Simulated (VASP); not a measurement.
Here is the system:

```
TiS2
1.0
    2.88672    -1.67180     0.24488
    2.88672     1.67180     0.24488
   -0.50328     0.00000     5.59881
Ti S
1 2
Direct
  0.00000   0.00000   0.00000
  0.33202   0.33202   0.74582
  0.66798   0.66798   0.25418
```

Computed with PBEsol GGA, VASP's PBE PAW potentials (set 64) (plane waves; VASP). Numerical set-up: 400 eV cut-off, Gaussian smearing of 0.050 eV, potentials Ti_sv S.

Without a dispersion term in the relaxation, distances and binding between the weakly bound layers, chains or molecules are unreliable, and so is what depends on them.

Q: Give the energies of bands 7 to 15 at the high-symmetry points, in eV from the Fermi level.

A: 
| band | Γ | C | Y2 | M2 | D | A | V2 |
|---|---|---|---|---|---|---|---|
| 7 | -5.67 | -4.46 | -5.49 | -5.56 | -4.60 | -3.93 | -5.48 |
| 8 | -2.73 | -4.30 | -3.86 | -4.73 | -4.59 | -2.68 | -3.86 |
| 9 | -2.73 | -4.29 | -3.03 | -2.98 | -3.91 | -2.68 | -3.06 |
| 10 | 0.06 | -2.76 | -2.83 | -2.84 | -3.22 | -2.67 | -2.80 |
| 11 | 0.24 | -2.72 | -2.62 | -1.22 | -2.26 | 0.04 | -2.63 |
| 12 | 0.26 | -2.40 | -1.52 | -1.12 | -2.24 | 0.04 | -1.53 |
| 13 | 0.55 | 1.32 | 0.18 | -0.17 | 1.33 | 0.53 | 0.17 |
| 14 | 0.55 | 1.95 | 1.70 | 1.70 | 1.52 | 0.53 | 1.71 |
| 15 | 0.85 | 1.96 | 2.16 | 2.12 | 1.55 | 1.59 | 2.16 |

It has no gap at this level: it comes out as a metal or semimetal.

The structure comes from a computed database's TiS2 entry (C2/m); how it stands against other phases isn't given here. It was relaxed first, which changed the volume by -52 %.
